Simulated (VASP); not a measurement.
Consider the following.

```
CELL_PARAMETERS angstrom
      5.36532     0.00000     0.00000
      0.00000     5.36532     0.00000
      0.00000     0.00000     5.36532
ATOMIC_POSITIONS crystal
  V  0.00000 0.00000 0.00000
  Cu 0.50000 0.00000 0.00000
  Cu 0.00000 0.00000 0.50000
  Cu 0.00000 0.50000 0.00000
  S  0.23716 0.23716 0.23716
  S  0.23716 0.76284 0.76284
  S  0.76284 0.23716 0.76284
  S  0.76284 0.76284 0.23716
```

These are r2SCAN meta-GGA, VASP's PBE PAW potentials (set 64) (plane waves; VASP 6.6.1) values and carry that method's errors. Settings: 400 eV cut-off, 5×5×5 Γ-centred mesh, tetrahedra with Blöchl corrections, potentials V_sv Cu S.

The cores are frozen, which limits the accuracy of field gradients.

Problem. Give the principal components of the electric field gradient (V/Å²) and the asymmetry η at each nucleus.

Solution. 
```json
[
 {"atom": "V1", "Vxx": "0.0", "Vyy": "0.0", "Vzz": "0.0", "η": "-"},
 {"atom": "Cu2", "Vxx": "11.6", "Vyy": "11.6", "Vzz": "-23.3", "η": "0.00"},
 {"atom": "Cu3", "Vxx": "11.6", "Vyy": "11.6", "Vzz": "-23.3", "η": "0.00"},
 {"atom": "Cu4", "Vxx": "11.6", "Vyy": "11.6", "Vzz": "-23.3", "η": "0.00"},
 {"atom": "S5", "Vxx": "11.7", "Vyy": "11.7", "Vzz": "-23.4", "η": "0.00"},
 {"atom": "S6", "Vxx": "11.7", "Vyy": "11.7", "Vzz": "-23.4", "η": "0.00"},
 {"atom": "S7", "Vxx": "11.7", "Vyy": "11.7", "Vzz": "-23.4", "η": "0.00"},
 {"atom": "S8", "Vxx": "11.7", "Vyy": "11.7", "Vzz": "-23.4", "η": "0.00"}
]
```

The compound is VCu3S4 in the sg215 structure. It was relaxed first. The run is not spin-polarised, so no magnetic state was tried.
